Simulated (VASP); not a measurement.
Input:

```xyz
2
Lattice="3.2630 0.0000 0.0000 0.0000 3.2630 0.0000 0.0000 0.0000 3.2630" Properties=species:S:1:pos:R:3 pbc="T T T"
Ru     0.0000     0.0000     0.0000
S      1.6315     1.6315     1.6315
```

The numbers are results of PBEsol GGA, VASP's PBE PAW potentials (set 64) (plane waves; VASP), not measurements. Run with 400 eV cut-off, 10×10×10 Γ-centred mesh, first-order Methfessel-Paxton smearing of 0.10 eV, potentials Ru_pv S.

Energy and stress use the plane-wave basis of the starting cell.

Q: The ions, cell shape and volume are relaxed. Predict the relaxed structure.

A: 
```xyz
2
Lattice="2.9447 0.0000 0.0000 0.0000 2.9447 0.0000 0.0000 0.0000 2.9447" Properties=species:S:1:pos:R:3 pbc="T T T"
Ru     0.0000     0.0000     0.0000
S      1.4724     1.4724     1.4724
```
Space group Pm-3m (221), at a tolerance of 0.03 Å.

Q: How do energy and volume change from the first to the last step?

A: The energy (σ→0) changes by -647.4 meV/atom and the volume by -26.5 %, in 5 ionic steps.

```
step  E(σ→0) (eV)  max force (eV/Å)  pressure (GPa)  volume (Å³)
----  -----------  ----------------  --------------  -----------
1        -13.1012             0.000          -33.73        34.74
2        -12.5754             0.000          123.27        19.41
3        -14.3885             0.000           -4.30        26.06
4        -14.3948             0.000           -1.66        25.73
5        -14.3959             0.000            0.05        25.53
```

The structure was generated: RuS was put into the CsCl type type (Pm-3m), which need not be its known phase. This run relaxes it. Symmetry was kept, so distortions that lower it aren't found.
